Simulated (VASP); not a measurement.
Input of a VASP 6.6.1 run:

INCAR

```
ALGO = Fast
EDIFF = 1E-7
ENCUT = 520
GGA = PE
ISIF = 2
ISMEAR = 0
LASPH = T
LCHARG = F
LREAL = F
LWAVE = F
NBANDS = 25
NELM = 100
PREC = Accurate
SIGMA = 0.1
```

The input KPOINTS:

```
k-points
0
Gamma
  10 10 14
```

POSCAR

```
YAuS2
1.0
    4.8770044285      0.0000000000      0.0000000000
    0.0000000000      4.8770044285      0.0000000000
    0.0000000000      0.0000000000      3.5192557013
Y S Au
1 2 1
Direct
    0.5000000000      0.5000000000      0.5000000000
    0.5000000000      0.0000000000      0.0000000000
    0.0000000000      0.5000000000      0.0000000000
    0.0000000000      0.0000000000      0.0000000000
```

Potentials or basis: VASP PAW PBE potentials, release 64 (Y_sv, S, Au).

Command:

```sh
$ cat potpaw_PBE.64/Y_sv/POTCAR potpaw_PBE.64/S/POTCAR potpaw_PBE.64/Au/POTCAR > POTCAR
$ mpirun -np 1 vasp_std > vasp.out
```

Q: Estimate the band gap on the k mesh.

A: None (metal or under the smearing width).

Q: What does it give for the pressure?

A: -0.1 GPa.

Stress tensor (GPa, compression positive):
```
-0.16  0.00  0.00
 0.00 -0.16  0.00
 0.00  0.00 -0.06
```

The run has no spin-orbit coupling, so splittings on Au are missing.
